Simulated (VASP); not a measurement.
Method: r2SCAN meta-GGA, VASP's PBE PAW potentials (set 64) (plane waves; VASP 6.6.1).

VASP input:

File KPOINTS:
```
Automatic mesh
0
Gamma
14 14 14
0 0 0
```

**INCAR**
```
ALGO=Normal
EDIFF=1E-6
EDIFFG=-0.01
ENCUT=400
IBRION=2
ISIF=3
ISMEAR=1
ISPIN=2
LASPH=.True.
LCHARG=.False.
LMAXMIX=4
LMIXTAU=.True.
LORBIT=10
LREAL=.False.
LWAVE=.False.
MAGMOM=3.0
METAGGA=R2SCAN
NELM=100
NSW=60
PREC=Accurate
SIGMA=0.1
SYSTEM=Cr
```

### POSCAR
```
Cr
1.0
  2.3738600000   0.0000000000   0.0000000000
  0.0000000000   2.3738600000   0.0000000000
  0.0000000000   0.0000000000   2.3738600000
Cr
1
Cart
  0.0000000000   0.0000000000   0.0000000000
```

POTCAR, in this order: Cr_pv (PBE.64 set). Program: vasp_std.

Energy and stress use the plane-wave basis of the starting cell. The moments were started parallel, and other spin orders were not tried in this run.

### Question
What does the run give for the energy per atom (σ→0), cell moment, volume per atom, band gap (on the k-mesh)?

### Answer

```
Quantity                                                     Value
------------------------  ----------------------------------------
energy per atom (σ→0)                              -13.726 eV/atom
cell moment                                                0.22 μB
band gap (on the k-mesh)  none (metal, semimetal or under 0.01 eV)
volume per atom                                      12.46 Å³/atom
```

### OSZICAR
```
...
DAV:   2    -0.137257125437E+02    0.11742E-02   -0.35076E-03  6012   0.911E-01    0.544E-02
DAV:   3    -0.137257286192E+02   -0.16076E-04   -0.44871E-05  5776   0.935E-02    0.316E-02
DAV:   4    -0.137257235718E+02    0.50475E-05   -0.23256E-05  5888   0.485E-02    0.349E-02
DAV:   5    -0.137257291793E+02   -0.56076E-05   -0.25074E-06  5844   0.232E-02    0.198E-02
DAV:   6    -0.137257236994E+02    0.54800E-05   -0.32770E-06  5808   0.221E-02    0.751E-03
DAV:   7    -0.137257281572E+02   -0.44578E-05   -0.17667E-06  5644   0.162E-02    0.137E-03
DAV:   8    -0.137257281656E+02   -0.84299E-08   -0.10504E-07  2880   0.346E-03
   4 F= -.13725728E+02 E0= -.13725808E+02  d E =-.363503E-01  mag=     0.2221
```

The structure was generated: Cr was put into the simple-cubic type (Pm-3m), which need not be its known phase. This run relaxes it. Symmetry was kept, so distortions that lower it aren't found.
